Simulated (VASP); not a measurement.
# InSe: input slips in a relaxation and what they do

Aim: see how common mistakes in a VASP relaxation show up, on InSe. The starting structure is a computed structure from the Materials Project. The first relaxation on each setting starts from this cell expanded by 3 % in volume.

Method: Kohn-Sham DFT with plane waves and PAW; PBEsol, in VASP 6.6.1.

### Step 1. Starting point

Symmetry: P6_3/mmc, No. 194, hexagonal system. The conventional cell has a = 4.042 Å, b = 4.042 Å, c = 17.428 Å, α = 90.00°, β = 90.00°, γ = 120.00°. In has 3 Se at 2.65 Å and 1 In at 2.80 Å nearest. Nearest to Se lie 3 In at 2.65 Å. Farther neighbours and most contacts between anions are not listed.

Structure file:

```xyz
8
Lattice="4.0417 0.0000 0.0000 -2.0209 3.5002 0.0000 0.0000 0.0000 17.4284" Properties=species:S:1:pos:R:3 pbc="T T T"
In    0.0000    2.3335    2.9575
In    2.0209    1.1667   11.6718
In    2.0209    1.1667   14.4709
In    0.0000    2.3335    5.7567
Se    0.0000    2.3335   15.7322
Se    2.0209    1.1667    7.0180
Se    2.0209    1.1667    1.6962
Se    0.0000    2.3335   10.4104
```

### Step 2. Reference relaxation

This run starts from the cell of an earlier relaxation, which isn't shown; the restart sets up the plane waves anew.

The input, INCAR:

```
SYSTEM = InSe
PREC = Accurate
ENCUT = 450
EDIFF = 1E-06
NELM = 100
ISMEAR = 0
SIGMA = 0.03
LREAL = .FALSE.
ALGO = Normal
GGA = PS
NBANDS = 47
LORBIT = 11
LWAVE = .FALSE.
LCHARG = .FALSE.
KPAR = 8
IBRION = 2
NSW = 50
ISIF = 3
EDIFFG = -0.006
```

The input, POSCAR:

```
InSe
1.0
    4.0101697006      0.0000000000      0.0000000000
   -2.0050848502      3.4729088342      0.0000000000
    0.0000000000      0.0000000000     16.9789946670
In Se
4 4
Direct
    0.3333333333      0.6666666667      0.1682020360
    0.6666666667      0.3333333333      0.6682020360
    0.6666666667      0.3333333333      0.8317979640
    0.3333333333      0.6666666667      0.3317979640
    0.3333333333      0.6666666667      0.9071468960
    0.6666666667      0.3333333333      0.4071468960
    0.6666666667      0.3333333333      0.0928531040
    0.3333333333      0.6666666667      0.5928531040
```

The input, KPOINTS:

```
Automatic mesh
0
Gamma
6 6 2
0 0 0
```

The projector-augmented-wave data sets are In_d and Se (PBE family, release 64).

Command:

```console
$ mpirun -np 8 vasp_std
```

What it wrote:

```text
[banner, memory and clock lines left out]
running    8 mpi-ranks, on    1 nodes
 distrk:  each k-point on    1 cores,    8 groups
 distr:  one band on    1 cores,    1 groups

 POSCAR found type information on POSCAR InSe
 POSCAR found :  2 types and       8 ions
|                                                                             |
|           W    W    AA    RRRRR   N    N  II  N    N   GGGG   !!!           |
|           W    W   A  A   R    R  NN   N  II  NN   N  G    G  !!!           |
|           W    W  A    A  R    R  N N  N  II  N N  N  G       !!!           |
|           W WW W  AAAAAA  RRRRR   N  N N  II  N  N N  G  GGG   !            |
|           WW  WW  A    A  R   R   N   NN  II  N   NN  G    G                |
|           W    W  A    A  R    R  N    N  II  N    N   GGGG   !!!           |
|                                                                             |
|     For optimal performance we recommend to set                             |
|       NCORE = 2 up to number-of-cores-per-socket                            |
|     NCORE specifies how many cores store one orbital (NPAR=cpu/NCORE).      |
|     This setting can greatly improve the performance of VASP for DFT.       |
|     The default, NCORE=1 might be grossly inefficient on modern             |
|     multi-core architectures or massively parallel machines. Do your        |
|     Unfortunately you need to use the default for GW and RPA                |
|     calculations (for HF NCORE is supported but not extensively tested      |
|     yet).                                                                   |
|                                                                             |

|                                                                             |
|               ----> ADVICE to this user running VASP <----                  |
|                                                                             |
|     You enforced a specific xc type in the INCAR file but a different       |
|     [... a line on the potential file left out ...]
|     I HOPE YOU KNOW WHAT YOU ARE DOING!                                     |
|                                                                             |

 LDA part: xc-table for (Slater+PW92), standard interpolation
 POSCAR, INCAR and KPOINTS ok, starting setup
 FFT: planning ... GRIDC
 FFT: planning ... GRID_SOFT
 FFT: planning ... GRID
 WAVECAR not read
 entering main loop
       N       E                     dE             d eps       ncg     rms          rms(c)
DAV:   1     0.742466863713E+03    0.74247E+03   -0.31323E+04  1316   0.163E+03
DAV:   2     0.813276635593E+02   -0.66114E+03   -0.64293E+03  1323   0.437E+02
DAV:   3    -0.250442007084E+02   -0.10637E+03   -0.10232E+03  1621   0.189E+02
DAV:   4    -0.318582188769E+02   -0.68140E+01   -0.67686E+01  1576   0.483E+01
DAV:   5    -0.321100436951E+02   -0.25182E+00   -0.25167E+00  1652   0.916E+00    0.996E+00
DAV:   6    -0.312392401807E+02    0.87080E+00   -0.14590E+00  1756   0.170E+01    0.561E+00
DAV:   7    -0.311841237858E+02    0.55116E-01   -0.90751E-01  1932   0.596E+00    0.134E+00
DAV:   8    -0.311753571409E+02    0.87666E-02   -0.10072E-01  1930   0.316E+00    0.994E-01
DAV:   9    -0.311758648234E+02   -0.50768E-03   -0.16212E-02  1571   0.508E-01    0.402E-01
DAV:  10    -0.311757225547E+02    0.14227E-03   -0.16909E-03  2050   0.428E-01    0.188E-01
DAV:  11    -0.311758952868E+02   -0.17273E-03   -0.72783E-04  1800   0.163E-01    0.460E-02
DAV:  12    -0.311758859307E+02    0.93560E-05   -0.67287E-05  2060   0.614E-02    0.302E-02
DAV:  13    -0.311758933990E+02   -0.74683E-05   -0.16242E-05  1602   0.192E-02    0.508E-03
DAV:  14    -0.311758934325E+02   -0.33464E-07   -0.19443E-06  1003   0.176E-02
   1 F= -.31175893E+02 E0= -.31175893E+02  d E =-.311759E+02
 curvature:   0.00 expect dE= 0.000E+00 dE for cont linesearch  0.000E+00
 trial: gam= 0.00000 g(F)=  0.575E-06 g(S)=  0.601E-05 ort = 0.000E+00 (trialstep = 0.100E+01)
 search vector abs. value=  0.658E-05
 reached required accuracy - stopping structural energy minimisation
```

Wall time 23 s (8 MPI ranks of AMD EPYC 7R13 (Zen 3), shared host); peak memory 2.9 GiB; 3 min of CPU time.

The logs omit lines about the potential files and the build; timing stands in the text.

OUTCAR, selected parts (step 2):

```text
ion  position               nearest neighbor table
   1  0.333  0.667  0.168-   7 2.65   7 2.65   7 2.65   4 2.78
   2  0.667  0.333  0.668-   8 2.65   8 2.65   8 2.65   3 2.78
   3  0.667  0.333  0.832-   5 2.65   5 2.65   5 2.65   2 2.78
   4  0.333  0.667  0.332-   6 2.65   6 2.65   6 2.65   1 2.78
   5  0.333  0.667  0.907-   3 2.65   3 2.65   3 2.65
   6  0.667  0.333  0.407-   4 2.65   4 2.65   4 2.65
   7  0.667  0.333  0.093-   1 2.65   1 2.65   1 2.65
   8  0.333  0.667  0.593-   2 2.65   2 2.65   2 2.65

  LATTYP: Found a hexagonal cell.
 ALAT       =     4.0101697006
 C/A-ratio  =     4.2339840791

 Subroutine GETGRP returns: Found 24 space group operations
 (whereof 12 operations were pure point group operations)

The static configuration has the point symmetry D_3d.
 The point group associated with its full space group is D_6h.

 Found     14 irreducible k-points:

   k-points           NKPTS =     14   k-points in BZ     NKDIM =     14   number of bands    NBANDS=     47

   dimension x,y,z NGX =    28 NGY =   28 NGZ =  120
   dimension x,y,z NGXF=    56 NGYF=   56 NGZF=  240

   ENCUT  =  450.0 eV  33.07 Ry    5.75 a.u.   6.94  6.94 29.37*2*pi/ulx,y,z

   NELECT =      76.0000    total number of electrons

 k-points in reciprocal lattice and weights: Automatic mesh
   0.00000000  0.00000000  0.00000000       0.014
   0.16666667 -0.00000000  0.00000000       0.083
   0.33333333 -0.00000000  0.00000000       0.083
   0.50000000 -0.00000000  0.00000000       0.042
   0.16666667  0.16666667  0.00000000       0.083
   0.33333333  0.16666667  0.00000000       0.167
   0.33333333  0.33333333  0.00000000       0.028
   0.00000000  0.00000000  0.50000000       0.014
   0.16666667 -0.00000000  0.50000000       0.083
[...]
0.33333333  0.16666667  0.50000000       0.167
   0.33333333  0.33333333  0.50000000       0.028

 average (electrostatic) potential at core
       1 -97.1262       2 -97.1262       3 -97.1262       4 -97.1262       5 -54.1386
       6 -54.1386       7 -54.1386       8 -54.1386

 E-fermi :   3.9359

 k-point     1 :       0.0000    0.0000    0.0000
  band No.  band energies     occupation
    ...
     34       2.6721      2.00000
     35       2.6721      2.00000
     36       2.7517      2.00000
     37       2.7517      2.00000
     38       3.8087      2.00000
     39       4.2060      0.00000
     40       5.4622      0.00000
     41       5.8926      0.00000
     42       5.8953      0.00000
     43       8.0600      0.00000
    ...

 k-point     2 :       0.1667   -0.0000    0.0000
  band No.  band energies     occupation
    ...
     34       2.2802      2.00000
     35       2.3729      2.00000
     36       2.4921      2.00000
     37       2.7723      2.00000
     38       3.5901      2.00000
     39       5.4586      0.00000
     40       5.9653      0.00000
     41       6.4203      0.00000
     42       6.6999      0.00000
     43       7.3879      0.00000
    ...

 k-point     3 :       0.3333   -0.0000    0.0000
  band No.  band energies     occupation
    ...
     34       1.8556      2.00000
     35       1.8656      2.00000
     36       2.0323      2.00000
     37       2.6517      2.00000
     38       2.8061      2.00000
     39       5.2404      0.00000
     40       5.4893      0.00000
     41       5.8952      0.00000
     42       5.9118      0.00000
     43       7.3061      0.00000
    ...

  Total       -0.0151514     -0.0151514     -0.0231831     -0.0000000      0.0000000      0.0000000
  in kB       -0.1026584     -0.1026584     -0.1570772     -0.0000000      0.0000000      0.0000000
  external PRESSURE =      -0.1207980 kB  Pullay stress =       0.0000000 kB

  energy-cutoff  :      450.00
  volume of cell :      236.47
      direct lattice vectors                 reciprocal lattice vectors
     4.010169701  0.000000000  0.000000000     0.249366006  0.143971530  0.000000000
    -2.005084850  3.472908834  0.000000000     0.000000000  0.287943061  0.000000000
     0.000000000  0.000000000 16.978994667     0.000000000  0.000000000  0.058896302

 POSITION                                       TOTAL-FORCE (eV/Angst)
 -----------------------------------------------------------------------------------
     -0.00000      2.31527      2.85590         0.000000      0.000000      0.001621
      2.00508      1.15764     11.34540        -0.000000     -0.000000      0.001621
      2.00508      1.15764     14.12309        -0.000000     -0.000000     -0.001621
     -0.00000      2.31527      5.63360         0.000000      0.000000     -0.001621
     -0.00000      2.31527     15.40244        -0.000000      0.000000     -0.000593
      2.00508      1.15764      6.91294         0.000000      0.000000     -0.000593
      2.00508      1.15764      1.57655         0.000000      0.000000      0.000593
     -0.00000      2.31527     10.06605        -0.000000     -0.000000      0.000593
 -----------------------------------------------------------------------------------
    total drift:                               -0.000000      0.000000     -0.000000

  FREE ENERGIE OF THE ION-ELECTRON SYSTEM (eV)
  ---------------------------------------------------
  free  energy   TOTEN  =       -31.1758934325 eV

  energy  without entropy=      -31.1758934325  energy(sigma->0) =      -31.17589343

 reached required accuracy - stopping structural energy minimisation

 total charge
# of ion       s       p       d       tot
------------------------------------------
    1        0.858   0.674   9.885  11.417
    2        0.858   0.674   9.885  11.417
    3        0.858   0.674   9.885  11.417
    4        0.858   0.674   9.885  11.417
    5        1.474   2.324   0.023   3.821
    6        1.474   2.324   0.023   3.821
    7        1.474   2.324   0.023   3.821
    8        1.474   2.324   0.023   3.821
--------------------------------------------------
tot          9.330  11.991  39.630  60.951

[... 3 further parts left out ...]
```

The PAW data sets were made with PBE, which is usual practice but a small mismatch for other functionals. The run keeps the 24 symmetry operations of its start, so it cannot find a distortion of lower symmetry.

The reference relaxation ends at 29.558 Å³ an atom.

### Step 3. Relaxation with too few electronic steps

A slip made on purpose: too few electronic steps. Against step 2 the input has NELM = 4 (also changed: NSW).

Edit INCAR of step 2 so:

```diff
@@ -4,3 +4,3 @@
 EDIFF = 1E-06
-NELM = 100
+NELM = 4
 ISMEAR = 0
@@ -16,3 +16,3 @@
 IBRION = 2
-NSW = 50
+NSW = 30
 ISIF = 3
```

The input, POSCAR:

```
InSe
1.0
    4.0817539402      0.0000000000      0.0000000000
   -2.0408769700      3.5349026042      0.0000000000
    0.0000000000      0.0000000000     17.6010134686
In Se
4 4
Direct
    0.3333333333      0.6666666667      0.1696960400
    0.6666666667      0.3333333333      0.6696960400
    0.6666666667      0.3333333333      0.8303039600
    0.3333333333      0.6666666667      0.3303039600
    0.3333333333      0.6666666667      0.9026752400
    0.6666666667      0.3333333333      0.4026752400
    0.6666666667      0.3333333333      0.0973247600
    0.3333333333      0.6666666667      0.5973247600
```

KPOINTS is that of step 2.

Command:

```console
$ mpirun -np 8 vasp_std
```

What it wrote:

```text
[banner, memory and clock lines left out]
running    8 mpi-ranks, on    1 nodes
[...]
[... a notice as in an earlier step ...]

 [... a notice as in an earlier step ...]

 LDA part: xc-table for (Slater+PW92), standard interpolation
 POSCAR, INCAR and KPOINTS ok, starting setup
[...]
entering main loop
       N       E                     dE             d eps       ncg     rms          rms(c)
DAV:   1     0.734161463885E+03    0.73416E+03   -0.31194E+04  1316   0.159E+03
DAV:   2     0.790883889400E+02   -0.65507E+03   -0.63673E+03  1324   0.432E+02
DAV:   3    -0.251040284680E+02   -0.10419E+03   -0.10089E+03  1605   0.186E+02
DAV:   4    -0.317740564632E+02   -0.66700E+01   -0.66203E+01  1552   0.474E+01
|                                                                             |
|           W    W    AA    RRRRR   N    N  II  N    N   GGGG   !!!           |
|           W    W   A  A   R    R  NN   N  II  NN   N  G    G  !!!           |
|           W    W  A    A  R    R  N N  N  II  N N  N  G       !!!           |
[...]
1 F= -.31774056E+02 E0= -.31774056E+02  d E =-.317741E+02
[...]
|     The electronic self-consistency was not achieved in the given           |
[... from here on, the cycles between the ionic steps are left out ...]
   2 F= -.25132525E+02 E0= -.25132525E+02  d E =0.664153E+01
[...]
|     The electronic self-consistency was not achieved in the given           |
   3 F= -.29321881E+02 E0= -.29321881E+02  d E =0.245218E+01
   5 F= -.31079341E+02 E0= -.31079341E+02  d E =0.694715E+00
   7 F= -.31161060E+02 E0= -.31161060E+02  d E =0.612996E+00
   9 F= -.31164333E+02 E0= -.31164333E+02  d E =0.609724E+00
  11 F= -.31169902E+02 E0= -.31169902E+02  d E =-.556902E-02
  13 F= -.31168739E+02 E0= -.31168739E+02  d E =0.116257E-02
  15 F= -.31170024E+02 E0= -.31170024E+02  d E =-.121971E-03
  17 F= -.31171121E+02 E0= -.31171121E+02  d E =-.109778E-02
  19 F= -.31171679E+02 E0= -.31171679E+02  d E =-.557190E-03
  21 F= -.31172423E+02 E0= -.31172423E+02  d E =-.744496E-03
  23 F= -.31172776E+02 E0= -.31172776E+02  d E =-.329702E-03
  25 F= -.31173480E+02 E0= -.31173480E+02  d E =-.188779E-03
  27 F= -.31174961E+02 E0= -.31174961E+02  d E =-.166986E-02
  29 F= -.31175277E+02 E0= -.31175277E+02  d E =-.198544E-02
  30 F= -.31158161E+02 E0= -.31158161E+02  d E =0.151304E-01
[...]
```

Elapsed: 4 min, on 8 MPI ranks; peak memory 3.1 GiB.

From OUTCAR (step 3):

```text
  Total        0.5399384      0.5399384     -0.3475291      0.0000000      0.0000000      0.0000000
  in kB        3.7722440      3.7722440     -2.4279893      0.0000000      0.0000000      0.0000000
  external PRESSURE =       1.7054996 kB  Pullay stress =       0.0000000 kB

 POSITION                                       TOTAL-FORCE (eV/Angst)
 -----------------------------------------------------------------------------------
     -0.00000      2.30093      2.80119         0.000000     -0.000000     -0.249483
      1.99266      1.15046     11.13739         0.000000     -0.000000     -0.249483
      1.99266      1.15046     13.87120        -0.000000      0.000000      0.249483
     -0.00000      2.30093      5.53500        -0.000000      0.000000      0.249483
     -0.00000      2.30093     15.17024         0.000000     -0.000000     -0.087176
      1.99266      1.15046      6.83404         0.000000     -0.000000     -0.087176
      1.99266      1.15046      1.50216        -0.000000      0.000000      0.087176
     -0.00000      2.30093      9.83835        -0.000000      0.000000      0.087176
 -----------------------------------------------------------------------------------
    total drift:                                0.000000     -0.000000      0.000000

  FREE ENERGIE OF THE ION-ELECTRON SYSTEM (eV)
  ---------------------------------------------------
  free  energy   TOTEN  =       -31.1581608137 eV

  energy  without entropy=      -31.1581608137  energy(sigma->0) =      -31.15816081

[... 1 part as in an earlier step ...]

[... 2 further parts left out ...]
[key lines of the parts left out:]
E-fermi :   4.2690
```

Logs of long relaxations may skip ionic steps without a mark.

The relaxation used up its 30 ionic steps (NSW) before forces and stress met EDIFFG.

(Continued in part 2 of 2.)

[Lines on the potential files, build, host, timing and source positions are cut from VASP's logs without a mark.]

[Logs are printed without paths, hosts, clocks, repeated set-up lines and the standing remarks that a program may print on its own settings, such as how far it seeks lower states.]

[Hosts, paths, dates, database ids (printed as entryN), source tags and the programs' standing remarks are cut or masked in the printed files.]
